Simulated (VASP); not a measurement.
The system is CdHClO.

```
CELL_PARAMETERS angstrom
3.66480 0.00000 0.00000
-1.83240 3.17381 0.00000
0.00000 0.00000 10.23050
ATOMIC_POSITIONS crystal
Cd 0.33333 0.66667 0.00791
Cd 0.66667 0.33333 0.50791
H 0.00000 0.00000 0.18000
H 0.00000 0.00000 0.68000
Cl 0.33333 0.66667 0.34330
Cl 0.66667 0.33333 0.84330
O 0.00000 0.00000 0.08920
O 0.00000 0.00000 0.58920
```

```yaml
Program: VASP 6.6.1
Task: relaxation of cell and atoms
Functional: PBEsol
Potentials_or_basis: VASP PAW PBE potentials, release 64 (Cd, H, Cl, O)
Cutoff: 600 eV
k_mesh: 5 × 5 × 2
Occupations: gaussian, width 0.01 eV
Spin: no spin polarisation
```

At the start: pressure 2.1 GPa; volume 14.87 Å³/atom.

Question: Where does the relaxation end?

Answer: Over 25 steps the energy falls by 19.7 meV/atom and the volume is 14.84 Å³/atom (-0.2 %); space group P6_3mc (No. 186, to 0.05 Å).

Step by step:
```tsv
step	energy change (eV)	largest force (eV/Å)	pressure (GPa)	volume (Å³)
1	0.0000	3.0978	2.14	118.99
2	1.7562	5.1811	-5.09	122.40
3	-0.1480	0.5958	-0.68	119.63
4	-0.1556	0.1662	-0.33	119.53
5	-0.1562	0.0469	-0.19	119.49
6	-0.1562	0.0678	-0.16	119.48
7	-0.1567	0.0675	-0.02	119.23
8	-0.1569	0.0666	0.14	118.96
9	-0.1565	0.1839	-0.12	119.08
10	-0.1570	0.0412	0.06	119.00
11	-0.1572	0.0128	-0.07	119.13
12	-0.1572	0.0100	-0.09	119.17
13	-0.1573	0.0253	-0.05	119.07
14	-0.1574	0.0672	0.04	118.87
15	-0.1574	0.0644	0.04	118.86
16	-0.1575	0.0571	0.04	118.81
17	-0.1575	0.0421	0.06	118.73
18	-0.1576	0.0216	0.10	118.55
19	-0.1576	0.0200	0.10	118.57
20	-0.1576	0.0159	0.04	118.62
21	-0.1576	0.0464	-0.06	118.74
22	-0.1576	0.0251	-0.01	118.67
23	-0.1577	0.0162	-0.01	118.69
24	-0.1577	0.0122	-0.03	118.74
25	-0.1577	0.0092	-0.04	118.73
```

Final structure:
```
CELL_PARAMETERS angstrom
3.66705 0.00000 0.00000
-1.83352 3.17576 0.00000
0.00000 0.00000 10.19529
ATOMIC_POSITIONS crystal
Cd 0.33333 0.66667 0.00751
Cd 0.66667 0.33333 0.50751
H 0.00000 0.00000 0.18337
H 0.00000 0.00000 0.68337
Cl 0.33333 0.66667 0.34269
Cl 0.66667 0.33333 0.84269
O 0.00000 0.00000 0.08684
O 0.00000 0.00000 0.58684
```

Caveat: the PAW data sets were made with another functional, which shifts forces and pressure a little.
